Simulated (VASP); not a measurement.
An input for Quantum ESPRESSO's pw.x (written as the equivalent of a VASP run, and not itself run):

```
&CONTROL
  calculation = 'vc-relax'
  pseudo_dir = './pseudo'
  outdir = './out'
  tprnfor = .true.
  tstress = .true.
  nstep = 60
  forc_conv_thr = 0.00078
/
&SYSTEM
  ibrav = 0
  nat = 4
  ntyp = 2
  ecutwfc = 84
  occupations = 'smearing'
  smearing = 'methfessel-paxton'
  degauss = 0.00735
  input_dft = 'pz'
/
&ELECTRONS
  conv_thr = 7.3e-08
  electron_maxstep = 100
/
&IONS
/
&CELL
/
ATOMIC_SPECIES
  V 50.941 V.upf
  S 32.060 S.upf
CELL_PARAMETERS angstrom
     3.0891195    0.0000000   -0.0000000
    -1.5445598    2.6752557   -0.0000000
     0.0000000   -0.0000000    6.0194302
ATOMIC_POSITIONS crystal
  V    0.0000000  0.0000000  0.0000000
  V    0.0000000  0.0000000  0.5000000
  S    0.6666670  0.3333330  0.2500000
  S    0.3333330  0.6666670  0.7500000
K_POINTS automatic
  10 10 5 0 0 0
```

Problem. Write the VASP files for the same calculation (LDA).

Solution. One answer among several that fit: 
**KPOINTS**
```
Automatic mesh
0
Gamma
10 10 5
0 0 0
```

INCAR:
```
SYSTEM = VS
PREC = Accurate
ENCUT = 400
EDIFF = 1E-6
NELM = 100
ALGO = Normal
LREAL = .FALSE.
LASPH = .TRUE.
ISMEAR = 1
SIGMA = 0.1
LMAXMIX = 4
LWAVE = .FALSE.
LCHARG = .FALSE.
IBRION = 2
ISIF = 3
NSW = 60
EDIFFG = -0.02
```

### POSCAR
```
VS
1
    3.0891195057     0.0000000000    -0.0000000000
   -1.5445597529     2.6752556669    -0.0000000000
    0.0000000000    -0.0000000000     6.0194302394
V S
2 2
Direct
  0.0000000000   0.0000000000   0.0000000000
  0.0000000000   0.0000000000   0.5000000000
  0.6666670000   0.3333330000   0.2500000000
  0.3333330000   0.6666670000   0.7500000000
```

POTCAR, in this order: V_sv S (LDA.64 set). Program: vasp_std.

Limits of the translation: the potentials are each code's own (VASP's PAW set, PseudoDojo norm-conserving files in pw.x), so ENCUT and ecutwfc are chosen apart and not converted; conv_thr bounds pw.x's estimated SCF error, while EDIFF bounds the energy change between steps; forc_conv_thr acts on force components and is met together with etot_conv_thr.

The structure comes from a computed database's VS entry (P6_3/mmc); how it stands against other phases isn't given here. This run relaxes it. Symmetry was kept, so distortions that lower it aren't found. The start is the result of an earlier pass.
